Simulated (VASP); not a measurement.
A run of VASP 6.6.1:

The input POSCAR:

```
K3Pt
1.0
    0.0000000000      4.0193715205      4.0193715205
    4.0193715205      0.0000000000      4.0193715205
    4.0193715205      4.0193715205      0.0000000000
Pt K
1 3
Direct
    0.0000000000      0.0000000000      0.0000000000
    0.5000000000      0.5000000000      0.5000000000
    0.2500000000      0.2500000000      0.2500000000
    0.7500000000      0.7500000000      0.7500000000
```

The input INCAR.step1:

```
SYSTEM = K3Pt
PREC = Accurate ; ENCUT = 520
ISMEAR = 1 ; SIGMA = 0.1
LREAL = .FALSE. ; LASPH = .TRUE.
NELM = 100 ; NBANDS = 26
GGA = PE ; ALGO = Normal
EDIFF = 1E-4 ; LWAVE = .TRUE.
LCHARG = .FALSE.
```

File INCAR.step2:

```
SYSTEM = K3Pt
PREC = Accurate ; ENCUT = 520
EDIFF = 1E-6 ; ISMEAR = 1
SIGMA = 0.1 ; LREAL = .FALSE.
LASPH = .TRUE. ; NELM = 100
ALGO = Normal ; ISIF = 2
LWAVE = .FALSE. ; LCHARG = .FALSE.
METAGGA = R2SCAN ; LMIXTAU = .TRUE.
IVDW = 13 ; VDW_S6 = 1.0
VDW_S8 = 0.6018749 ; VDW_A1 = 0.51559235
VDW_A2 = 5.77342911 ; NBANDS = 26
ISTART = 1
```

The input KPOINTS:

```
regular mesh
0
G
  5 5 5
  0 0 0
```

Potentials or basis: VASP PAW PBE potentials, release 64 (Pt, K_sv).

The run is started by

```bash
$ cat potpaw_PBE.64/Pt/POTCAR potpaw_PBE.64/K_sv/POTCAR > POTCAR
$ cp INCAR.step1 INCAR
$ mpirun -np 1 vasp_std > vasp.out
$ cp INCAR.step2 INCAR
$ mpirun -np 1 vasp_std > vasp.out
```

Hardware: 1 thread of Intel(R) Xeon(R) 6975P-C (Granite Rapids), on a shared host.

Q: How long does it take, and how much memory?

A: Wall time 92 s on 1 thread of Intel(R) Xeon(R) 6975P-C (Granite Rapids) (shared host), peak memory 0.29 GiB. Counts: scf iterations 11, k points 10.
